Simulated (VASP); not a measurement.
# Li4Os (P4/nbm) in VASP: notebook

The runs below take Li4Os through single point, with PBE.

Program: VASP 6.6.1. These are calculated values, not measurements. Logs are shortened: lines on timing, memory, paths and dates and some standing lists are left out, and cuts for length are marked.

## (1) The cell of the first run

It takes space group P4/nbm (No. 125, tetragonal). Conventional cell: a = 7.198 Å, b = 7.198 Å, c = 2.523 Å, α = 90.00°, β = 90.00°, γ = 90.00°. Around Li (site symmetry m) lie 6 Li at 2.20 to 2.52 Å. Os (site symmetry 422) has 2 Os at 2.52 Å and 8 Li at 2.82 Å as nearest neighbours.

The cell was built by a generator and needn't be a form met in nature.

## (2) Single point, PBE (species swapped into the PtPb4 type (P4/nbm, No. 125))

Input file INCAR:

```
SYSTEM = Li4Os
ALGO     = Fast           ! electronic algorithm
EDIFF    = 1E-7           ! SCF threshold, eV
ENCUT    = 520            ! plane-wave cutoff, eV
GGA      = PE             ! functional
ISIF     = 2              ! what is computed and relaxed
ISMEAR   = 0              ! smearing method
LASPH    = .True.         ! aspherical terms in the spheres
LCHARG   = .False.        ! write CHGCAR
LREAL    = .False.        ! projectors in reciprocal space
LWAVE    = .False.        ! write WAVECAR
NBANDS   = 31             ! bands
NELM     = 100            ! most SCF steps
PREC     = Accurate       ! precision mode
SIGMA    = 0.1            ! smearing width, eV
```

Input file KPOINTS:

```
k-points
0
Gamma
  6 6 14
  0 0 0
```

Input file POSCAR:

```
Li4Os
1.0
    7.1977836031      0.0000000000      0.0000000000
    0.0000000000      7.1977836031      0.0000000000
    0.0000000000      0.0000000000      2.5232534669
Li Os
8 2
Direct
    0.6549194746      0.8450805254      0.2947380906
    0.8450805254      0.3450805254      0.2947380906
    0.1549194746      0.3450805254      0.7052619094
    0.8450805254      0.6549194746      0.7052619094
    0.6549194746      0.1549194746      0.7052619094
    0.3450805254      0.8450805254      0.7052619094
    0.3450805254      0.1549194746      0.2947380906
    0.1549194746      0.6549194746      0.2947380906
    0.5000000000      0.5000000000      0.0000000000
    0.0000000000      0.0000000000      0.0000000000
```

Potentials or basis: VASP PAW PBE potentials, release 64 (Li_sv, Os).

Started as:

```sh
$ cat potpaw_PBE.64/Li_sv/POTCAR potpaw_PBE.64/Os/POTCAR > POTCAR
$ mpirun -np 1 vasp_std > vasp.out
```

OUTCAR:

```text
SYSTEM = Li4Os
   EDIFF = 1E-7
   ENCUT = 520
   GGA = PE
   ISIF = 2
   ISMEAR = 0
   LASPH = .True.
   LREAL = .False.
   NELM = 100
   PREC = Accurate

 ion  position               nearest neighbor table
   1  0.655  0.845  0.295-   4 2.20   4 2.44   6 2.46   5 2.46  10 2.82   9 2.82
   2  0.845  0.345  0.295-   5 2.20   5 2.44   3 2.46   4 2.46  10 2.82   9 2.82
   3  0.155  0.345  0.705-   7 2.20   7 2.44   2 2.46   8 2.46   9 2.82  10 2.82
   4  0.845  0.655  0.705-   1 2.20   1 2.44   2 2.46   8 2.46   9 2.82  10 2.82
   5  0.655  0.155  0.705-   2 2.20   2 2.44   1 2.46   7 2.46   9 2.82  10 2.82
   6  0.345  0.845  0.705-   8 2.20   8 2.44   7 2.46   1 2.46   9 2.82  10 2.82
   7  0.345  0.155  0.295-   3 2.20   3 2.44   6 2.46   5 2.46  10 2.82   9 2.82
   8  0.155  0.655  0.295-   6 2.20   6 2.44   3 2.46   4 2.46  10 2.82   9 2.82
   9  0.500  0.500  0.000-   1 2.82   2 2.82   3 2.82   4 2.82   5 2.82   6 2.82   7 2.82   8 2.82

  10  0.000  0.000  0.000-   1 2.82   2 2.82   3 2.82   4 2.82   5 2.82   6 2.82   7 2.82   8 2.82

  LATTYP: Found a simple tetragonal cell.
 ALAT       =     7.1977836031
 C/A-ratio  =     0.3505597842

  Lattice vectors:

 A1 = (   7.1977836031,   0.0000000000,   0.0000000000)
 A2 = (   0.0000000000,   7.1977836031,   0.0000000000)
 A3 = (   0.0000000000,   0.0000000000,   2.5232534669)

Analysis of symmetry for initial positions (statically):
=====================================================================
 Subroutine PRICEL returns:
 Original cell was already a primitive cell.

 Routine SETGRP: Setting up the symmetry group for a
 simple tetragonal supercell.

 Subroutine GETGRP returns: Found 16 space group operations
 (whereof  8 operations were pure point group operations)
 out of a pool of 16 trial point group operations.

The static configuration has the point symmetry D_4 .
 The point group associated with its full space group is D_4h.

Analysis of symmetry for dynamics (positions and initial velocities):
=====================================================================
 Subroutine PRICEL returns:
 Original cell was already a primitive cell.

 Routine SETGRP: Setting up the symmetry group for a
 simple tetragonal supercell.

 Subroutine GETGRP returns: Found 16 space group operations
 (whereof  8 operations were pure point group operations)
 out of a pool of 16 trial point group operations.

The dynamic configuration has the point symmetry D_4 .
 The point group associated with its full space group is D_4h.

 Subroutine INISYM returns: Found 16 space group operations
 (whereof  8 operations are pure point group operations),
 and found     1 'primitive' translations

----------------------------------------------------------------------------------------

                                     Primitive cell

  volume of cell :     130.7249

  direct lattice vectors                    reciprocal lattice vectors
     7.197783603  0.000000000  0.000000000     0.138931657  0.000000000  0.000000000
     0.000000000  7.197783603  0.000000000     0.000000000  0.138931657  0.000000000
     0.000000000  0.000000000  2.523253467     0.000000000  0.000000000  0.396313733

  length of vectors
     7.197783603  7.197783603  2.523253467     0.138931657  0.138931657  0.396313733

  position of ions in fractional coordinates (direct lattice)
     0.654919475  0.845080525  0.294738091
     0.845080525  0.345080525  0.294738091
     0.154919475  0.345080525  0.705261909
     0.845080525  0.654919475  0.705261909
     0.654919475  0.154919475  0.705261909
     0.345080525  0.845080525  0.705261909
     0.345080525  0.154919475  0.294738091
     0.154919475  0.654919475  0.294738091
     0.500000000  0.500000000  0.000000000
     0.000000000  0.000000000  0.000000000

  ion indices of the primitive-cell ions
   primitive index   ion index
                 1           1
                 2           2
                 3           3
                 4           4
                 5           5
                 6           6
                 7           7
                 8           8
                 9           9
                10          10

----------------------------------------------------------------------------------------

 KPOINTS: k-points

Automatic generation of k-mesh.
 Grid dimensions read from file:
 generate k-points for:    6    6   14

 Generating k-lattice:

  Cartesian coordinates                     Fractional coordinates (reciprocal lattice)
     0.023155276  0.000000000  0.000000000     0.166666667  0.000000000  0.000000000
     0.000000000  0.023155276  0.000000000     0.000000000  0.166666667  0.000000000
     0.000000000  0.000000000  0.028308124     0.000000000  0.000000000  0.071428571

  Length of vectors
     0.023155276  0.023155276  0.028308124

  Shift w.r.t. Gamma in fractional coordinates (k-lattice)
     0.000000000  0.000000000  0.000000000

 Subroutine IBZKPT returns following result:
 ===========================================

 Found     80 irreducible k-points:

 Following reciprocal coordinates:
            Coordinates               Weight
  0.000000  0.000000  0.000000      1.000000
  0.166667  0.000000  0.000000      4.000000
  0.333333  0.000000  0.000000      4.000000
  0.500000  0.000000  0.000000      2.000000
  0.166667  0.166667  0.000000      4.000000
  0.333333  0.166667  0.000000      8.000000
[... 16 lines left out ...]
  0.333333  0.000000  0.142857      8.000000
  0.500000  0.000000  0.142857      4.000000
 [... further k-points ...]
   k-points           NKPTS =     80   k-points in BZ     NKDIM =     80   number of bands    NBANDS=     31
   number of dos      NEDOS =    301   number of ions     NIONS =     10
   total plane-waves  NPLWV =  58320
   dimension x,y,z NGX =    54 NGY =   54 NGZ =   20
   dimension x,y,z NGXF=   108 NGYF=  108 NGZF=   40
   ions per type =               8   2
   NGX,Y,Z   is equivalent  to a cutoff of  12.47, 12.47, 13.18 a.u.
   NGXF,Y,Z  is equivalent  to a cutoff of  24.94, 24.94, 26.35 a.u.
 SYSTEM =  Li4Os
   PREC   = accura    normal or accurate (medium, high low for compatibility)
   ISTART =      0    job   : 0-new  1-cont  2-samecut
   ICHARG =      2    charge: 1-file 2-atom 10-const
   ISPIN  =      1    spin polarized calculation?
   LNONCOLLINEAR =      F non collinear calculations
   LSORBIT =      F    spin-orbit coupling
   LASPH  =      T    aspherical Exc in radial PAW
   ENCUT  =  520.0 eV  38.22 Ry    6.18 a.u.  13.38 13.38  4.69*2*pi/ulx,y,z
   NELM   =    100;   NELMIN=  2; NELMDL= -5     # of ELM steps
   EDIFF  = 0.1E-06   stopping-criterion for ELM
   LREAL  =      F    real-space projection
   EDIFFG = 0.1E-05   stopping-criterion for IOM
   NSW    =      0    number of steps for IOM
   IBRION =     -1    ionic relax: 0-MD 1-quasi-New 2-CG
   NFREE  =      0    steps in history (QN), initial steepest desc. (CG)
   ISIF   =      2    stress and relaxation
   ISYM   =      2    0-nonsym 1-usesym 2-fastsym
   POTIM  = 0.5000    time-step for ionic-motion
   TEBEG  =    0.0;   TEEND  =   0.0 temperature during run
   PSTRESS=    0.0 pullay stress
   NELECT =      40.0000    total number of electrons
   NUPDOWN=      -1.0000    fix difference up-down
   EMIN   =  10.00;   EMAX   =-10.00  energy-range for DOS
   EFERMI =   0.00;   METHOD = LEGACY
   ISMEAR =     0;   SIGMA  =   0.10  broadening in eV -4-tet -1-fermi 0-gaus
   EFERMI_NEDOS =   21; number of points for ismear=-14 and -15
   IALGO  =     68    algorithm
   IMIX   =      4    mixing-type and parameters
     AMIX     =   0.40;   BMIX     =  1.00
     AMIX_MAG =   1.60;   BMIX_MAG =  1.00
  volume/ion in A,a.u.               =      13.07        88.22
  Fermi-wavevector in a.u.,A,eV,Ry     =   1.103169  2.084687 16.558040  1.216982
  Thomas-Fermi vector in A             =   2.239623
   LORBIT       =      0    0 simple, 1 ext, 2 COOP (PROOUT), +10 PAW based schemes
   GGA     = PE    functional components
   LHFCALC =     F    Hartree Fock is set to
   AEXX    =    0.0000 exact exchange contribution
   IVDW    =     0    specifies the selected vdW correction
   LEPSILON=     F    determine dielectric tensor
   LRPA    =     F    only Hartree local field effects (RPA)
 non-spin polarized calculation
 RMM-DIIS sequential band-by-band and
 Gauss-broadening in eV      SIGMA  =   0.10
  energy-cutoff  :      520.00
  volume of cell :      130.72
 maximum number of plane-waves:      3548
 NGX is ok and might be reduce to    54
   NGX = 27   NGY = 27   NGZ =  9

 number of electron      40.0000010 magnetization

 Free energy of the ion-electron system (eV)
  ---------------------------------------------------
  ext. energy  EPLUGINS =         0.00000000
  ---------------------------------------------------
  free energy    TOTEN  =       -34.89045072 eV

  energy without entropy =      -34.86393895  energy(sigma->0) =      -34.87719483

 E-fermi :   3.2629     XC(G=0):  -9.5914

 val. band max:        3.2496023958   @ k =   0.3333   0.1667   0.1429
 cond. band min:       3.2637749114   @ k =   0.1667   0.0000   0.0000
 fundamental gap:      0.0141725156
 Fermi energy:         3.2628747218

 k-point     1 :       0.0000    0.0000    0.0000
  band No.  band energies     occupation
      1     -42.7024      2.00000
      2     -42.6565      2.00000
      3     -42.6565      2.00000
      4     -42.6162      2.00000
      5     -42.5905      2.00000
      6     -42.5452      2.00000
[... 23 lines left out ...]
     30       9.6017      0.00000
     31       9.9203      0.00000

 k-point     2 :       0.1667    0.0000    0.0000
  band No.  band energies     occupation
      1     -42.7001      2.00000
      2     -42.6613      2.00000
      3     -42.6545      2.00000
      4     -42.6202      2.00000
      5     -42.5858      2.00000
      6     -42.5474      2.00000
[... 740 lines left out ...]
 k-point    24 :       0.5000    0.0000    0.1429
  band No.  band energies     occupation
      1     -42.6683      2.00000
      2     -42.6683      2.00000
      3     -42.6280      2.00000
      4     -42.6280      2.00000
      5     -42.5576      2.00000
      6     -42.5576      2.00000
[... 23 lines left out ...]
     30       8.3402      0.00000
     31       9.9596      0.00000

 [... further k-points ...]

------------------------ aborting loop because EDIFF is reached ----------------------------------------

  FORCE on cell =-STRESS in cart. coord.  units (eV):
  Direction    XX          YY          ZZ          XY          YZ          ZX
  --------------------------------------------------------------------------------------
  -------------------------------------------------------------------------------------
  Total       -0.2255094     -0.2255094     -0.2396975      0.0000000      0.0000000      0.0000000
  in kB       -2.7638652     -2.7638652     -2.9377548      0.0000000      0.0000000      0.0000000
  external PRESSURE =      -2.8218284 kB  Pullay stress =       0.0000000 kB

 VOLUME and BASIS-vectors are now :
 -----------------------------------------------------------------------------
  energy-cutoff  :      520.00
  volume of cell :      130.72
      direct lattice vectors                 reciprocal lattice vectors
     7.197783603  0.000000000  0.000000000     0.138931657  0.000000000  0.000000000
     0.000000000  7.197783603  0.000000000     0.000000000  0.138931657  0.000000000
     0.000000000  0.000000000  2.523253467     0.000000000  0.000000000  0.396313733

 POSITION                                       TOTAL-FORCE (eV/Angst)
 -----------------------------------------------------------------------------------
      4.71397      6.08271      0.74370         0.002421     -0.002421     -0.003281
      6.08271      2.48381      0.74370        -0.002421     -0.002421     -0.003281
      1.11508      2.48381      1.77955         0.002421     -0.002421      0.003281
      6.08271      4.71397      1.77955        -0.002421      0.002421      0.003281
      4.71397      1.11508      1.77955         0.002421      0.002421      0.003281
      2.48381      6.08271      1.77955        -0.002421     -0.002421      0.003281
      2.48381      1.11508      0.74370        -0.002421      0.002421     -0.003281
      1.11508      4.71397      0.74370         0.002421      0.002421     -0.003281
      3.59889      3.59889      0.00000         0.000000      0.000000     -0.000000
      0.00000      0.00000      0.00000         0.000000      0.000000     -0.000000
 -----------------------------------------------------------------------------------
    total drift:                                0.000000      0.000000      0.000000

  FREE ENERGIE OF THE ION-ELECTRON SYSTEM (eV)
  ---------------------------------------------------
  free  energy   TOTEN  =       -34.8904507205 eV

  energy  without entropy=      -34.8639389460  energy(sigma->0) =      -34.87719483
```

Run time: 12 min. Hardware: 1 thread of Intel Xeon Platinum 8488C (Sapphire Rapids), shared host; peak memory 0.4 GiB.

What came out:

```
Free energy            : -34.8905 eV
Largest force          : 0.005 eV/Å
Band gap on the k mesh : none (metal or under the smearing width)
```

Forces in eV/Å, atoms in the order of the input:
```
Li   0.002 -0.002 -0.003
Li  -0.002 -0.002 -0.003
Li   0.002 -0.002  0.003
Li  -0.002  0.002  0.003
Li   0.002  0.002  0.003
Li  -0.002 -0.002  0.003
Li  -0.002  0.002 -0.003
Li   0.002  0.002 -0.003
Os   0.000  0.000  0.000
Os   0.000  0.000  0.000
```

Caveat: the cutoff is under 1.25 times the usual one of these potentials, so pressure, stress and relaxed cells hold a basis-set (Pulay) error.

## (3) Single point, PBE (species swapped into the PtPb4 type (P4/nbm, No. 125))

Input file INCAR:

```
PREC = Accurate ; ENCUT = 520
EDIFF = 1E-6 ; ISMEAR = 0
SIGMA = 0.1 ; LREAL = False
LASPH = True ; NELM = 100
ALGO = Fast ; ISIF = 2
LWAVE = False ; LCHARG = False
GGA = PE ; NBANDS = 31
```

Input file KPOINTS:

```
Automatic mesh
0
Gamma
  8 8 8
```

Input file POSCAR:

```
Li4Os
1.0
    7.2149363324      0.0000000000      0.0000000000
    0.0000000000      7.2149363324      0.0000000000
    0.0000000000      0.0000000000      2.5092612844
Li Os
8 2
Direct
    0.6546555351      0.8453444649      0.2955711715
    0.8453444649      0.3453444649      0.2955711715
    0.1546555351      0.3453444649      0.7044288285
    0.8453444649      0.6546555351      0.7044288285
    0.6546555351      0.1546555351      0.7044288285
    0.3453444649      0.8453444649      0.7044288285
    0.3453444649      0.1546555351      0.2955711715
    0.1546555351      0.6546555351      0.2955711715
    0.5000000000      0.5000000000      0.0000000000
    0.0000000000      0.0000000000      0.0000000000
```

Potentials or basis: VASP PAW PBE potentials, release 64 (Li_sv, Os).

Started as:

```sh
$ cat potpaw_PBE.64/Li_sv/POTCAR potpaw_PBE.64/Os/POTCAR > POTCAR
$ mpirun -np 1 vasp_std > vasp.out
```

Run time: 13 min. Hardware: 1 thread of Intel Xeon Platinum 8259CL at 2.50GHz (Skylake/Cascade Lake), shared host; peak memory 0.39 GiB.

The run converged. Its results:

```
Free energy            : -34.9314 eV
Largest force          : 0.003 eV/Å
Band gap on the k mesh : none (metal or under the smearing width)
```

Forces in eV/Å, atoms in the order of the input:
```
Li   0.002 -0.002 -0.001
Li  -0.002 -0.002 -0.001
Li   0.002 -0.002  0.001
Li  -0.002  0.002  0.001
Li   0.002  0.002  0.001
Li  -0.002 -0.002  0.001
Li  -0.002  0.002 -0.001
Li   0.002  0.002 -0.001
Os   0.000  0.000  0.000
Os   0.000  0.000  0.000
```

Levels at points of the mesh, in eV from the Fermi level:
| k point | band 18 | band 19 | band 20 | band 21 | band 22 | band 23 |
| --- | --- | --- | --- | --- | --- | --- |
| (0.00, 0.00, 0.00) | -1.53 | -0.76 | -0.48 | -0.48 | -0.13 | 1.83 |
| (0.50, 0.00, 0.00) | -1.50 | -0.89 | -0.89 | 0.30 | 0.30 | 1.83 |
| (0.50, 0.50, 0.00) | -1.91 | -0.13 | -0.13 | 0.07 | 0.07 | 1.83 |
| (0.00, 0.00, 0.50) | -0.10 | 0.35 | 1.29 | 1.29 | 1.93 | 2.03 |
| (0.50, 0.00, 0.50) | -0.44 | 0.89 | 0.89 | 1.57 | 1.57 | 1.72 |
| (0.50, 0.50, 0.50) | -0.19 | 0.22 | 0.22 | 1.16 | 1.16 | 2.00 |

Caveat: the cutoff is under 1.25 times the usual one of these potentials, so pressure, stress and relaxed cells hold a basis-set (Pulay) error. The run has no spin-orbit coupling, so splittings on Os are missing.
